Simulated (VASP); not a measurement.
Crystal: C.

```xyz
4
Lattice="2.4610 0.0000 0.0000 -1.2305 2.1313 0.0000 0.0000 0.0000 7.3788" Properties=species:S:1:pos:R:3 pbc="T T T"
C     0.0000    0.0000    1.8447
C     0.0000    1.4209    1.8447
C     0.0000    0.0000    5.5341
C     1.2305    0.7104    5.5341
```

The cell was built by a generator and needn't be a form met in nature.

Base run:

| Quantity | Value |
| --- | --- |
| Program | VASP 6.6.1 |
| Functional | PBE |
| Potentials or basis | VASP PAW PBE potentials, release 64 (C) |
| Cutoff | 520 eV |
| k mesh | 16 × 16 × 4 |
| Occupations | fermi-dirac, width 0.05 eV |
| Spin | no spin polarisation |

Its results: band gap on the k mesh 0.83 eV, direct; pressure 2.4 GPa.

**Question.** The run is repeated on the same cell with these changes: functional from PBE to optB86b-vdW. What comes out?

**Answer.** Band gap on the k mesh 0.82 eV, direct; pressure 1.3 GPa.

Caveats: this functional lacks dispersion, which binds the layers, so the pressure and a relaxed spacing across them are unreliable (some runs); the PAW data sets were made with another functional, which shifts forces and pressure a little (some runs).

A k mesh can miss the band edges.
